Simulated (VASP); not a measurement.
Ru:

```xyz
2
Lattice="2.6892 0.0000 0.0000 -1.3446 2.3289 0.0000 0.0000 0.0000 4.2520" Properties=species:S:1:pos:R:3 pbc="T T T"
Ru    0.0000    1.5526    1.0630
Ru    1.3446    0.7763    3.1890
```

Base run:

- Program: VASP 6.6.1
- Functional: PBEsol
- Potentials or basis: VASP PAW PBE potentials, release 64 (Ru_pv)
- Cutoff: 700 eV
- k mesh: 18 × 18 × 10
- Occupations: gaussian, width 0.1 eV
- Spin: no spin polarisation

Its results: band gap on the k mesh none (metal or under the smearing width); pressure 0.1 GPa.

Problem. The run is repeated on the same cell with these changes: functional from PBEsol to r2SCAN; cutoff from 700 eV to 520 eV. What comes out?

Solution. Band gap on the k mesh none (metal or under the smearing width); pressure 6.1 GPa.

Caveats: the PAW data sets were made with another functional, which shifts forces and pressure a little.

Not every run made on this cell is shown here.
